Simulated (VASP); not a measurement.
OSZICAR of a VASP run on FePt (L1_0):

OSZICAR:
```
       N       E                     dE             d eps       ncg     rms          rms(c)
DAV:   1     0.771310849310E+02    0.77131E+02   -0.74496E+03  8832   0.106E+03
DAV:   2    -0.135624084729E+02   -0.90693E+02   -0.80979E+02  8653   0.227E+02
DAV:   3    -0.162014268409E+02   -0.26390E+01   -0.25693E+01 10732   0.467E+01
DAV:   4    -0.162289254786E+02   -0.27499E-01   -0.27482E-01  9446   0.420E+00
DAV:   5    -0.162296979159E+02   -0.77244E-03   -0.77242E-03 11259   0.795E-01    0.157E+01
DAV:   6    -0.181190822790E+02   -0.18894E+01   -0.18121E+01  9244   0.898E+01    0.284E+01
DAV:   7    -0.148721365482E+02    0.32469E+01   -0.10150E+01 10793   0.822E+01    0.807E+00
DAV:   8    -0.148632239493E+02    0.89126E-02   -0.49661E-01 10142   0.102E+01    0.391E+00
DAV:   9    -0.147870674522E+02    0.76156E-01   -0.11307E-01 12134   0.705E+00    0.171E+00
DAV:  10    -0.147774128852E+02    0.96546E-02   -0.43109E-02 12598   0.408E+00    0.659E-01
DAV:  11    -0.147762775118E+02    0.11354E-02   -0.35459E-03 11867   0.104E+00    0.278E-01
DAV:  12    -0.147761685776E+02    0.10893E-03   -0.29680E-04 11236   0.226E-01    0.617E-02
DAV:  13    -0.147761681128E+02    0.46475E-06   -0.45958E-05  9971   0.784E-02    0.357E-02
DAV:  14    -0.147761674933E+02    0.61951E-06   -0.76279E-06 10727   0.506E-02
   1 F= -.14776167E+02 E0= -.14775959E+02  d E =-.624167E-03  mag=     3.3692
```

Problem. Which electronic solver shows in the log?

Solution. It is blocked Davidson (ALGO = Normal, or the opening steps of other solvers). The INCAR had ALGO = Normal.

Problem. How was spin treated?

Solution. Collinear spin (ISPIN = 2): the summary line carries one mag value, 3.37 μB in the cell.

Problem. Can the final energy be trusted as converged?

Solution. The run converged. It stopped with EDIFF = 1E-6, NELM = 100 (PBE GGA, plane waves, VASP's PBE PAW potentials (set 64)).

The compound is FePt in the L1_0 structure. The cell was not relaxed at this level. The run is one of a series of settings (PREC = Normal against the base run), some of them coarse on purpose.
